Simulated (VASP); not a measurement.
These are G0W0 on PBE orbitals, VASP's PBE PAW potentials (set 64) (plane waves; VASP 6.6.1) values and carry that method's errors.

VASP ran on this input.

### POSCAR
```
CdSe
3.0250
  0.0000000000   1.0000000000   1.0000000000
  1.0000000000   0.0000000000   1.0000000000
  1.0000000000   1.0000000000   0.0000000000
Cd Se
1 1
Cartesian
  0.0000000000   0.0000000000   0.0000000000
  0.5000000000   0.5000000000   0.5000000000
```

INCAR:
```
! general
SYSTEM     =CdSe
PREC       =Normal
ENCUT      =500
LREAL      =.False.
LASPH      =.True.
NBANDS     =320

! electronic loop
ALGO       =EVGW0

! smearing
ISMEAR     =0
SIGMA      =0.01

! functional
GGA        =PE

! output
LWAVE      =.False.
LCHARG     =.False.

! other
NELMGW     =1
NOMEGA     =64
ENCUTGW    =300
NBANDSGW   =21
LSPECTRALGW=.True.
```

**KPOINTS**
```
Automatic mesh
0
Gamma
4 4 4
0 0 0
```

POTCAR, in this order: Cd_sv_GW Se_GW (PBE.64 set). Program: vasp_std. Read from the step before: WAVECAR, WAVEDER.

Output

File OSZICAR:
```
energies w=
    0.000    0.000    1.112    0.000    2.221    0.000    3.325    0.000
    4.423    0.000    5.511    0.000    6.588    0.000    7.654    0.000
    8.706    0.000    9.744    0.000   10.769    0.000   11.779    0.000
   12.776    0.000   13.759    0.000   14.730    0.000   15.690    0.000
   16.639    0.000   17.580    0.000   18.513    0.000   19.441    0.000
   20.365    0.000   21.287    0.000   22.208    0.000   23.132    0.000
   24.059    0.000   24.994    0.000   25.936    0.000   26.891    0.000
   27.859    0.000   28.844    0.000   29.851    0.000   30.881    0.000
   31.938    0.000   33.028    0.000   34.154    0.000   35.322    0.000
   36.538    0.000   37.808    0.000   39.139    0.000   40.542    0.000
   42.024    0.000   43.598    0.000   45.276    0.000   47.074    0.000
   49.012    0.000   51.110    0.000   53.394    0.000   55.896    0.000
   58.655    0.000   61.718    0.000   65.146    0.000   69.012    0.000
   73.415    0.000   78.480    0.000   84.372    0.000   91.321    0.000
   99.639    0.000  109.778    0.000  122.405    0.000  138.557    0.000
  159.928    0.000  189.499    0.000  233.037    0.000  303.343    0.000
NQ=   1    0.0000    0.0000    0.0000,
 performed        618000 updates of chi_q(r,r)
NQ=   2    0.2500    0.0000    0.0000,
 performed       1612000 updates of chi_q(r,r)
NQ=   3    0.5000    0.0000    0.0000,
 performed       2499000 updates of chi_q(r,r)
NQ=   4    0.2500    0.2500    0.0000,
 performed       3493000 updates of chi_q(r,r)
NQ=   5    0.5000    0.2500    0.0000,
 performed       4783000 updates of chi_q(r,r)
NQ=   6   -0.2500    0.2500    0.0000,
 performed       5965000 updates of chi_q(r,r)
NQ=   7    0.5000    0.5000    0.0000,
 performed       6771000 updates of chi_q(r,r)
NQ=   8   -0.2500    0.5000    0.2500,
 performed       7738000 updates of chi_q(r,r)
 resolving degeneracies of screened two electron integrals
```

File OUTCAR:
```


 k-point   1 :       0.0000    0.0000    0.0000
  band No.  KS-energies  QP-energies   sigma(KS)   V_xc(KS)     V^pw_x(r,r')   Z            occupation Imag(sigma)

      1     -99.2283    -102.7696     -37.4543     -32.0294     -55.4569       0.6528       2.0000       3.5915
      2     -60.2982     -63.3671     -35.3282     -31.0017     -48.9964       0.7093       2.0000       3.8020
      3     -60.2982     -63.3671     -35.3282     -31.0017     -48.9964       0.7093       2.0000       3.8020
      4     -60.2982     -63.3671     -35.3282     -31.0017     -48.9964       0.7093       2.0000       3.8020
      5     -10.1955     -11.3019     -14.0730     -12.5207     -19.8710       0.7128       2.0000       1.8019
      6      -5.5329      -7.2184     -26.4448     -24.1503     -31.8897       0.7346       2.0000       0.7462
      7      -5.5329      -7.2184     -26.4448     -24.1503     -31.8897       0.7346       2.0000       0.7462
      8      -5.5329      -7.2184     -26.4448     -24.1503     -31.8897       0.7346       2.0000       0.7462
      9      -5.1433      -6.8464     -27.5988     -25.2886     -33.0241       0.7372       2.0000       0.6618
     10      -5.1433      -6.8464     -27.5988     -25.2886     -33.0241       0.7372       2.0000       0.6618
     11       2.4812       1.5473     -15.2409     -14.0394     -16.6550       0.7773       2.0000       0.3255
     12       2.4812       1.5473     -15.2409     -14.0394     -16.6550       0.7773       2.0000       0.3255
     13       2.4812       1.5473     -15.2409     -14.0394     -16.6550       0.7773       2.0000       0.3255
     14       3.0979       3.2800     -10.2354     -10.4604      -6.6365       0.8092       0.0000      -0.2851
     15       8.4032       8.7279      -9.6489     -10.0526      -5.4772       0.8042       0.0000      -0.4292
     16       8.4032       8.7279      -9.6489     -10.0526      -5.4772       0.8042       0.0000      -0.4292
     17       8.4032       8.7279      -9.6489     -10.0526      -5.4772       0.8042       0.0000      -0.4292
     18      12.3177      12.5719      -8.4915      -8.8036      -3.4781       0.8144       0.0000      -0.7005
     19      13.6054      14.0309     -10.0019     -10.5314      -5.3074       0.8037       0.0000      -0.6473
     20      13.6054      14.0309     -10.0019     -10.5314      -5.3074       0.8037       0.0000      -0.6473
     21      14.5455      14.6927      -7.3064      -7.4864      -2.5125       0.8177       0.0000      -0.7896

 k-point   2 :       0.2500    0.0000    0.0000
  band No.  KS-energies  QP-energies   sigma(KS)   V_xc(KS)     V^pw_x(r,r')   Z            occupation Imag(sigma)

      1     -99.2281    -102.8151     -37.4541     -32.0293     -55.4568       0.6612       2.0000       3.5915
      2     -60.2979     -63.3808     -35.3283     -31.0014     -48.9956       0.7125       2.0000       3.8015
      3     -60.2979     -63.3808     -35.3283     -31.0014     -48.9956       0.7125       2.0000       3.8015
      4     -60.2979     -63.3808     -35.3283     -31.0014     -48.9956       0.7125       2.0000       3.8015
      5     -10.0019     -11.1058     -14.4444     -12.8988     -20.1851       0.7142       2.0000       1.7444
      6      -5.4758      -7.1633     -26.6108     -24.3158     -32.0582       0.7353       2.0000       0.7386
      7      -5.4758      -7.1633     -26.6108     -24.3158     -32.0582       0.7353       2.0000       0.7386
      8      -5.3157      -6.9983     -26.1780     -23.9095     -31.5374       0.7417       2.0000       0.7444
      9      -5.1408      -6.8479     -27.5989     -25.2896     -33.0290       0.7392       2.0000       0.6638
     10      -5.1408      -6.8479     -27.5989     -25.2896     -33.0290       0.7392       2.0000       0.6638
     11      -0.2330      -1.2746     -14.0140     -12.6704     -15.8536       0.7753       2.0000       0.4639
     12       2.0657       1.0997     -14.7973     -13.5529     -16.2815       0.7763       2.0000       0.3447
     13       2.0657       1.0997     -14.7973     -13.5529     -16.2815       0.7763       2.0000       0.3447
     14       4.7903       5.0194     -10.4606     -10.7455      -6.7102       0.8041       0.0000      -0.3216
     15       8.4501       8.6918      -9.7141     -10.0158      -5.4787       0.8013       0.0000      -0.4618
     16       8.9311       9.2714      -9.7473     -10.1714      -5.4754       0.8026       0.0000      -0.4598
     17       8.9311       9.2714      -9.7473     -10.1714      -5.4754       0.8026       0.0000      -0.4598
     18      12.5556      12.8482      -9.1062      -9.4685      -4.5742       0.8076       0.0000      -0.6087
     19      12.5556      12.8482      -9.1062      -9.4685      -4.5742       0.8076       0.0000      -0.6087
     20      12.5998      12.6800      -7.2954      -7.3938      -2.6248       0.8150       0.0000      -0.6729
     21      15.9518      16.3201      -8.8373      -9.2884      -3.5945       0.8167       0.0000      -0.9179

 k-point   3 :       0.5000    0.0000    0.0000
  band No.  KS-energies  QP-energies   sigma(KS)   V_xc(KS)     V^pw_x(r,r')   Z            occupation Imag(sigma)

      1     -99.2281    -102.7879     -37.4541     -32.0294     -55.4569       0.6562       2.0000       3.5916
      2     -60.2981     -63.3760     -35.3285     -31.0013     -48.9951       0.7113       2.0000       3.8011
      3     -60.2981     -63.3760     -35.3285     -31.0013     -48.9951       0.7113       2.0000       3.8011
      4     -60.2981     -63.3760     -35.3285     -31.0013     -48.9951       0.7113       2.0000       3.8011
      5      -9.8051     -10.9097     -14.9344     -13.3909     -20.6234       0.7157       2.0000       1.6788
      6      -5.4347      -7.1235     -26.7189     -24.4222     -32.1621       0.7353       2.0000       0.7303
      7      -5.4347      -7.1235     -26.7189     -24.4222     -32.1621       0.7353       2.0000       0.7303
      8      -5.1184      -6.8255     -27.6899     -25.3827     -33.1342       0.7399       2.0000       0.6661
      9      -5.1184      -6.8255     -27.6899     -25.3827     -33.1342       0.7399       2.0000       0.6661
     10      -4.8336      -6.4878     -27.1544     -24.9217     -32.5092       0.7409       2.0000       0.6990
     11      -2.0090      -3.2128     -12.3947     -10.8327     -14.7980       0.7707       2.0000       0.6769
     12       1.7080       0.7099     -14.4260     -13.1396     -15.9904       0.7759       2.0000       0.3656
     13       1.7080       0.7099     -14.4260     -13.1396     -15.9904       0.7759       2.0000       0.3656
     14       4.8744       5.1387     -10.2447     -10.5717      -6.4170       0.8084       0.0000      -0.3285
     15       8.9170       9.2193      -9.5549      -9.9305      -5.3803       0.8049       0.0000      -0.4538
     16       8.9170       9.2193      -9.5549      -9.9305      -5.3803       0.8049       0.0000      -0.4538
     17       9.9221      10.0858      -8.9776      -9.1826      -4.3854       0.7985       0.0000      -0.6047
     18      12.5339      12.7118      -7.9779      -8.1973      -3.1066       0.8107       0.0000      -0.7021
     19      14.5920      15.0306      -9.4465      -9.9895      -4.3577       0.8076       0.0000      -0.7811
     20      14.5920      15.0306      -9.4465      -9.9895      -4.3577       0.8076       0.0000      -0.7811
     21      15.5990      16.1789      -9.6648     -10.3729      -4.3884       0.8189       0.0000      -0.9075

 k-point   4 :       0.2500    0.2500    0.0000
  band No.  KS-energies  QP-energies   sigma(KS)   V_xc(KS)     V^pw_x(r,r')   Z            occupation Imag(sigma)

      1     -99.2280    -102.8212     -37.4541     -32.0293     -55.4567       0.6624       2.0000       3.5915
      2     -60.2977     -63.3887     -35.3284     -31.0013     -48.9953       0.7144       2.0000       3.8012
      3     -60.2977     -63.3887     -35.3284     -31.0013     -48.9953       0.7144       2.0000       3.8012
      4     -60.2977     -63.3887     -35.3284     -31.0013     -48.9953       0.7144       2.0000       3.8012
      5      -9.9387     -11.0428     -14.5751     -13.0309     -20.2978       0.7150       2.0000       1.7259
      6      -5.4059      -7.0972     -26.8282     -24.5326     -32.2834       0.7367       2.0000       0.7308
      7      -5.4059      -7.0972     -26.8282     -24.5326     -32.2834       0.7367       2.0000       0.7308
      8      -5.3711      -7.0500     -25.9223     -23.6511     -31.2567       0.7392       2.0000       0.7464
      9      -5.1508      -6.8471     -27.2970     -25.0012     -32.7034       0.7389       2.0000       0.6776
     10      -5.1121      -6.8211     -27.6889     -25.3799     -33.1251       0.7401       2.0000       0.6615
     11      -0.1166      -1.1230     -14.5821     -13.2836     -16.3667       0.7751       2.0000       0.4471
     12       1.4149       0.4034     -14.1418     -12.8359     -15.7485       0.7745       2.0000       0.3787
     13       1.4149       0.4034     -14.1418     -12.8359     -15.7485       0.7745       2.0000       0.3787
     14       5.8011       6.0122     -10.5562     -10.8201      -6.7430       0.7997       0.0000      -0.3551
     15       6.6754       6.9163      -9.6135      -9.9114      -5.6832       0.8085       0.0000      -0.3748
     16      10.1458      10.5285     -10.0451     -10.5240      -5.4741       0.7990       0.0000      -0.5448
     17      10.1458      10.5285     -10.0451     -10.5240      -5.4741       0.7990       0.0000      -0.5448
     18      10.3386      10.4751      -8.5121      -8.6807      -4.3242       0.8098       0.0000      -0.5113
     19      14.0559      14.4875      -9.6238     -10.1597      -4.7986       0.8053       0.0000      -0.6763
     20      15.8070      16.2031      -8.9499      -9.4345      -3.6845       0.8173       0.0000      -0.9045
     21      16.5875      16.8170      -7.6309      -7.9099      -2.6677       0.8225       0.0000      -0.9063

 k-point   5 :       0.5000    0.2500    0.0000
  band No.  KS-energies  QP-energies   sigma(KS)   V_xc(KS)     V^pw_x(r,r')   Z            occupation Imag(sigma)

      1     -99.2281    -102.8094     -37.4541     -32.0294     -55.4569       0.6602       2.0000       3.5916
      2     -60.2982     -63.3722     -35.3285     -31.0012     -48.9948       0.7104       2.0000       3.8009
      3     -60.2982     -63.3722     -35.3285     -31.0012     -48.9948       0.7104       2.0000       3.8009
      4     -60.2982     -63.3722     -35.3285     -31.0012     -48.9948       0.7104       2.0000       3.8009
      5      -9.7451     -10.8544     -15.0783     -13.5349     -20.7536       0.7187       2.0000       1.6615
...
```
(Selected blocks of OUTCAR.)

The mesh is coarse and the basis finite, so the quasiparticle values are not converged. VASP warned that its frequency grid is unfit for quasiparticle energies.

The compound is CdSe in the zinc blende structure, whereas wurtzite is the usual form. The cell was not relaxed at this level. The k-mesh is coarse (spacing up to 0.45 per Å, 2π included), so the numbers may not be converged in it.
